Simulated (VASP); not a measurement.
All values below come from SCAN meta-GGA, VASP's PBE PAW potentials (set 64) (plane waves; VASP).

VASP ran on this input.

POSCAR:
```
BaHfO3
1
    4.1548964236    -0.0000000000     0.0000000000
   -0.0000000000     4.1548964236    -0.0000000000
   -0.0000000000    -0.0000000000     4.1548964236
Ba Hf O
1 1 3
Direct
  0.0000000000   0.0000000000   0.0000000000
  0.5000000000   0.5000000000   0.5000000000
  0.5000000000   0.0000000000   0.5000000000
  0.0000000000   0.5000000000   0.5000000000
  0.5000000000   0.5000000000   0.0000000000
```

### INCAR
```
! general
SYSTEM  = BaHfO3
PREC    = Accurate
ENCUT   = 520
LREAL   = .False.
LASPH   = .True.

! electronic loop
EDIFF   = 1E-6
NELM    = 100
ALGO    = Normal
LMAXMIX = 6
LMIXTAU = .True.

! smearing
ISMEAR  = 0
SIGMA   = 0.05

! functional
METAGGA = SCAN

! ions
IBRION  = 2
NSW     = 60
ISIF    = 3
EDIFFG  = -0.02

! output
LWAVE   = .False.
LCHARG  = .False.
```

File KPOINTS:
```
K-points
0
G
 5 5 5
0 0 0
```

POTCAR, in this order: Ba_sv Hf_pv O (PBE.64 set). Program: vasp_std.

Output of the run:

File OSZICAR:
```
       N       E                     dE             d eps       ncg     rms          rms(c)
DAV:   1     0.131241475540E+03    0.13124E+03   -0.21945E+04   460   0.165E+03
DAV:   2    -0.145776741760E+03   -0.27702E+03   -0.27316E+03   582   0.362E+02
DAV:   3    -0.157911059617E+03   -0.12134E+02   -0.12111E+02   587   0.754E+01
DAV:   4    -0.158105751262E+03   -0.19469E+00   -0.19462E+00   652   0.948E+00
DAV:   5    -0.158111454463E+03   -0.57032E-02   -0.57030E-02   628   0.103E+00    0.652E+01
DAV:   6    -0.138950381329E+03    0.19161E+02   -0.26403E+01   523   0.325E+01    0.529E+01
DAV:   7    -0.139942309047E+03   -0.99193E+00   -0.52516E+00   565   0.209E+01    0.231E+01
DAV:   8    -0.141227600018E+03   -0.12853E+01   -0.39692E+00   573   0.167E+01    0.743E+00
DAV:   9    -0.138507173203E+03    0.27204E+01   -0.35714E+00   510   0.134E+01    0.673E+00
DAV:  10    -0.139116369534E+03   -0.60920E+00   -0.68227E-01   677   0.516E+00    0.190E+00
DAV:  11    -0.139187923821E+03   -0.71554E-01   -0.15655E-02   617   0.103E+00    0.173E+00
DAV:  12    -0.139394530229E+03   -0.20661E+00   -0.94630E-02   502   0.243E+00    0.200E-01
DAV:  13    -0.139396462136E+03   -0.19319E-02   -0.12551E-03   632   0.296E-01    0.176E-01
DAV:  14    -0.139397791906E+03   -0.13298E-02   -0.13403E-04   683   0.112E-01    0.182E-01
DAV:  15    -0.139402214672E+03   -0.44228E-02   -0.18688E-03   572   0.495E-01    0.305E-01
DAV:  16    -0.139412997117E+03   -0.10782E-01   -0.66398E-03   474   0.956E-01    0.249E-01
DAV:  17    -0.139412670879E+03    0.32624E-03   -0.13738E-04   588   0.112E-01    0.266E-01
DAV:  18    -0.139412630190E+03    0.40689E-04   -0.54170E-06   546   0.196E-02    0.262E-01
DAV:  19    -0.139413307072E+03   -0.67688E-03   -0.67598E-04   502   0.294E-01    0.158E-01
DAV:  20    -0.139413293328E+03    0.13744E-04   -0.21544E-05   629   0.346E-02    0.138E-01
DAV:  21    -0.139413290569E+03    0.27581E-05   -0.16212E-06   412   0.107E-02    0.124E-01
DAV:  22    -0.139413281602E+03    0.89670E-05   -0.27101E-05   580   0.356E-02    0.551E-02
DAV:  23    -0.139413284805E+03   -0.32022E-05   -0.18050E-05   545   0.375E-02    0.219E-02
DAV:  24    -0.139413286461E+03   -0.16562E-05   -0.14616E-06   435   0.116E-02    0.107E-02
DAV:  25    -0.139413287087E+03   -0.62649E-06   -0.94380E-07   356   0.872E-03
   1 F= -.13941329E+03 E0= -.13941329E+03  d E =-.139413E+03
       N       E                     dE             d eps       ncg     rms          rms(c)
DAV:   1    -0.139423947683E+03   -0.10661E-01   -0.33123E-01   540   0.453E+00    0.188E+00
DAV:   2    -0.139414070090E+03    0.98776E-02   -0.47535E-02   516   0.142E+00    0.406E-01
DAV:   3    -0.139412860994E+03    0.12091E-02   -0.43238E-03   518   0.524E-01    0.265E-01
DAV:   4    -0.139412639958E+03    0.22104E-03   -0.30814E-03   604   0.490E-01    0.205E-01
DAV:   5    -0.139411284589E+03    0.13554E-02   -0.27669E-03   460   0.582E-01    0.137E-01
DAV:   6    -0.139411673179E+03   -0.38859E-03   -0.93339E-05   612   0.914E-02    0.579E-02
DAV:   7    -0.139412950318E+03   -0.12771E-02   -0.12705E-03   467   0.411E-01    0.970E-03
DAV:   8    -0.139412969629E+03   -0.19311E-04   -0.17861E-04   460   0.161E-01    0.399E-02
DAV:   9    -0.139413021945E+03   -0.52316E-04   -0.34270E-05   488   0.683E-02    0.300E-02
DAV:  10    -0.139413021260E+03    0.68412E-06   -0.82391E-07   412   0.105E-02
   2 F= -.13941302E+03 E0= -.13941302E+03  d E =0.265827E-03
       N       E                     dE             d eps       ncg     rms          rms(c)
DAV:   1    -0.139417237057E+03   -0.42151E-02   -0.10019E-01   540   0.250E+00    0.102E+00
DAV:   2    -0.139413949594E+03    0.32875E-02   -0.14200E-02   516   0.772E-01    0.221E-01
DAV:   3    -0.139413605356E+03    0.34424E-03   -0.12159E-03   519   0.284E-01    0.141E-01
DAV:   4    -0.139413575067E+03    0.30288E-04   -0.89075E-04   604   0.264E-01    0.110E-01
DAV:   5    -0.139413183572E+03    0.39150E-03   -0.87005E-04   460   0.328E-01    0.753E-02
DAV:   6    -0.139413294097E+03   -0.11053E-03   -0.27003E-05   626   0.477E-02    0.345E-02
DAV:   7    -0.139413727961E+03   -0.43386E-03   -0.36945E-04   460   0.221E-01    0.506E-03
DAV:   8    -0.139413721835E+03    0.61256E-05   -0.43529E-05   474   0.789E-02    0.236E-02
DAV:   9    -0.139413737283E+03   -0.15447E-04   -0.13045E-05   488   0.424E-02    0.184E-02
DAV:  10    -0.139413737755E+03   -0.47207E-06   -0.32018E-07   384   0.657E-03
   3 F= -.13941374E+03 E0= -.13941374E+03  d E =-.450667E-03
```

OUTCAR:
```
------------------------ aborting loop because EDIFF is reached ----------------------------------------
  FORCE on cell =-STRESS in cart. coord.  units (eV):
  Direction    XX          YY          ZZ          XY          YZ          ZX
  --------------------------------------------------------------------------------------
  Total       -0.0214456     -0.0214456     -0.0214456     -0.0000000     -0.0000000      0.0000000
  in kB       -0.4774073     -0.4774073     -0.4774073     -0.0000000     -0.0000000      0.0000000
  external PRESSURE =      -0.4774073 kB  Pullay stress =       0.0000000 kB
  volume of cell :       71.97
      direct lattice vectors                 reciprocal lattice vectors
     4.159614137  0.000000000  0.000000000     0.240406914  0.000000000  0.000000000
    -0.000000000  4.159614137  0.000000000    -0.000000000  0.240406914  0.000000000
    -0.000000000 -0.000000000  4.159614137    -0.000000000 -0.000000000  0.240406914
 POSITION                                       TOTAL-FORCE (eV/Angst)
 -----------------------------------------------------------------------------------
      0.00000      0.00000      0.00000        -0.000000      0.000000      0.000000
      2.07981      2.07981      2.07981         0.000000     -0.000000      0.000000
      2.07981     -0.00000      2.07981        -0.000000     -0.000000      0.000000
     -0.00000      2.07981      2.07981         0.000000     -0.000000      0.000000
      2.07981      2.07981      0.00000        -0.000000      0.000000      0.000000
 -----------------------------------------------------------------------------------
    total drift:                                0.000000     -0.000000     -0.000000
  FREE ENERGIE OF THE ION-ELECTRON SYSTEM (eV)
  ---------------------------------------------------
  free  energy   TOTEN  =      -139.4137377546 eV

  energy  without entropy=     -139.4137377546  energy(sigma->0) =     -139.41373775

 reached required accuracy - stopping structural energy minimisation
```
(Selected blocks of OUTCAR.)

### CONTCAR
```
BaHfO3
   1.00000000000000
     4.1596141371826674    0.0000000000000000    0.0000000000000000
    -0.0000000000000000    4.1596141371826674    0.0000000000000000
    -0.0000000000000000   -0.0000000000000000    4.1596141371826674
  Ba              Hf              O
     1     1     3
Direct
     0.0000000000000000    0.0000000000000000    0.0000000000000000
     0.5000000000000000    0.5000000000000000    0.5000000000000000
     0.5000000000000000    0.0000000000000000    0.5000000000000000
     0.0000000000000000    0.5000000000000000    0.5000000000000000
     0.5000000000000000    0.5000000000000000    0.0000000000000000
```

The compound is BaHfO3 in the cubic perovskite structure. This run relaxes it. Symmetry was kept, so distortions that lower it aren't found.
